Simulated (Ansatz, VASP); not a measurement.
One calculation of BeCo, two programs

INCAR

```
ALGO = Normal
EDIFF = 1E-6
ENCUT = 520
GGA = CA
ISIF = 2
ISMEAR = -1
ISPIN = 2
LASPH = T
LCHARG = T
LELF = T
LMAXMIX = 4
LORBIT = 11
LREAL = F
LVHAR = T
LWAVE = F
MAGMOM = 0 3.2
NBANDS = 16
NELM = 150
PREC = Accurate
SIGMA = 0.1
```

Contents of KPOINTS:

```
k-points
0
Gamma
  10 10 10
```

POSCAR

```
BeCo
1.0
    2.6060000000      0.0000000000      0.0000000000
    0.0000000000      2.6060000000      0.0000000000
    0.0000000000      0.0000000000      2.6060000000
Be Co
1 1
Direct
    0.0000000000      0.0000000000      0.0000000000
    0.5000000000      0.5000000000      0.5000000000
```

Input for Ansatz:

```yaml
crystal:
  lattice:
    - [2.606, 0.0, 0.0]
    - [0.0, 2.606, 0.0]
    - [0.0, 0.0, 2.606]
  atoms:
    - { symbol: Be, position: [0.0, 0.0, 0.0] }
    - { symbol: Co, position: [0.5, 0.5, 0.5] }
basis:
  ecutwfc: 571.4391111657479
kpoints:
  mp_grid:
    grid: [10, 10, 10]
hamiltonian:
  xc: lda
  pseudopotentials:
    kind: paw
magnetization:
  spin_polarized: true
  per_species:
    Co: 3.2
scf:
  occupations:
    method: fermi_dirac
    width: 0.1
```

Alike in both runs: task single point; functional LDA; k mesh 10 × 10 × 10; occupations fermi-dirac, width 0.1 eV; collinear spin.

```csv
,VASP,Ansatz
version,VASP 6.6.1,Ansatz 0.2.0
potentials or method,"VASP PAW LDA potentials, release 64 (Be, Co)","plane waves, PAW"
plane-wave cutoff (eV),520,571
valence electrons in the cell,11,19
```

```csv
,VASP,Ansatz,Ansatz less VASP
net moment per atom (μB),0.07,0.14,+0.070
size of the moment on the site where the two differ most (μB),0.15,0.30,+0.145
```

Site moments also hang on the region over which each program counts them. The two sets of potentials don't hold the same shells in valence. Ansatz warned: «given_moment_on_shells».
